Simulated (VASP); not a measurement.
Level of theory: PBE GGA with D4 dispersion, VASP's PBE PAW potentials (set 64) (plane waves; VASP).

VASP ran on this input.

File KPOINTS:
```
k-points along high-symmetry lines
15
Line-mode
Reciprocal
  0.000000   0.000000   0.000000 ! GAMMA
  0.500000   0.000000   0.500000 ! X

  0.500000   0.000000   0.500000 ! X
  0.625000   0.250000   0.625000 ! U

  0.375000   0.375000   0.750000 ! K
  0.000000   0.000000   0.000000 ! GAMMA

  0.000000   0.000000   0.000000 ! GAMMA
  0.500000   0.500000   0.500000 ! L

  0.500000   0.500000   0.500000 ! L
  0.500000   0.250000   0.750000 ! W

  0.500000   0.250000   0.750000 ! W
  0.500000   0.000000   0.500000 ! X
```

**INCAR**
```
PREC  =  Accurate
SYSTEM  =  PbS
ALGO  =  Normal   # blocked Davidson
LORBIT  =  11
GGA  =  PE
LMAXMIX  =  4
SIGMA  =  0.05   # width (eV)
LWAVE  =  .False.
LREAL  =  .False.
EDIFF  =  1E-7
ICHARG  =  11   # fixed density
ENCUT  =  520   # plane-wave cut-off (eV)
NELM  =  100   # most electronic steps
ISMEAR  =  0   # Gaussian
LASPH  =  .True.
LCHARG  =  .False.
IVDW  =  13   # D4
```

**POSCAR**
```
PbS
1
   -0.0000000000     2.9661199880     2.9661199880
    2.9661199880    -0.0000000000     2.9661199880
    2.9661199880     2.9661199880     0.0000000000
Pb S
1 1
Direct
  0.0000000000   0.0000000000   0.0000000000
  0.5000000000   0.5000000000   0.5000000000
```

POTCAR, in this order: Pb_d S (PBE.64 set). Program: vasp_std. Read from the step before: CHGCAR.

What VASP printed:

File OSZICAR:
```
       N       E                     dE             d eps       ncg     rms          rms(c)
DAV:   1     0.160292574371E+03    0.16029E+03   -0.99561E+03  2526   0.150E+03
DAV:   2     0.349003066915E+01   -0.15680E+03   -0.15318E+03  2748   0.361E+02
DAV:   3    -0.908013074457E+01   -0.12570E+02   -0.12364E+02  3330   0.105E+02
DAV:   4    -0.940269356131E+01   -0.32256E+00   -0.32094E+00  2950   0.197E+01
DAV:   5    -0.941382540359E+01   -0.11132E-01   -0.11132E-01  3526   0.351E+00
DAV:   6    -0.941429601577E+01   -0.47061E-03   -0.47061E-03  3374   0.594E-01
DAV:   7    -0.941429880519E+01   -0.27894E-05   -0.27892E-05  3610   0.519E-02
DAV:   8    -0.941429885480E+01   -0.49610E-07   -0.49506E-07  3060   0.665E-03
   1 F= -.10170960E+02 E0= -.10170960E+02  d E =-.194212E-08
```

File OUTCAR:
```
 val. band max:        5.8172030683   @ k =   0.5000   0.5000   0.5000

 cond. band min:       6.1829612026   @ k =   0.5000   0.5000   0.5000



 k-point     1 :       0.0000    0.0000    0.0000
  band No.  band energies     occupation
      1     -11.0066      2.00000
      2     -11.0066      2.00000
      3     -11.0066      2.00000
      4     -10.9902      2.00000
      5     -10.9902      2.00000
      6      -7.7769      2.00000
      7      -0.2196      2.00000
      8       3.6457      2.00000
      9       3.6457      2.00000
     10       3.6457      2.00000
     11      11.0293      0.00000
     12      11.0293      0.00000
     13      11.0293      0.00000
     14      12.5487      0.00000

 k-point     2 :       0.0357    0.0000    0.0357
  band No.  band energies     occupation
      1     -11.0069      2.00000
      2     -11.0059      2.00000
      3     -11.0059      2.00000
      4     -10.9911      2.00000
      5     -10.9898      2.00000
      6      -7.7622      2.00000
      7      -0.2733      2.00000
      8       3.6286      2.00000
      9       3.6286      2.00000
     10       3.7300      2.00000
     11      10.7308      0.00000
     12      10.9745      0.00000
     13      10.9745      0.00000
     14      12.4260      0.00000

 k-point     3 :       0.0714    0.0000    0.0714
  band No.  band energies     occupation
      1     -11.0079      2.00000
      2     -11.0038      2.00000
      3     -11.0038      2.00000
      4     -10.9939      2.00000
      5     -10.9889      2.00000
      6      -7.7181      2.00000
      7      -0.4184      2.00000
      8       3.5783      2.00000
      9       3.5783      2.00000
     10       3.9604      2.00000
     11      10.0456      0.00000
     12      10.8559      0.00000
     13      10.8559      0.00000
     14      12.1389      0.00000

 k-point     4 :       0.1071    0.0000    0.1071
  band No.  band energies     occupation
      1     -11.0094      2.00000
...
```

The density is held fixed in this step, so its total energy and stress have no physical meaning. Unless said otherwise, spin-orbit coupling is left out, though it shifts the bands of the heavy elements here.

The compound is PbS in the rock salt structure. It was relaxed first.
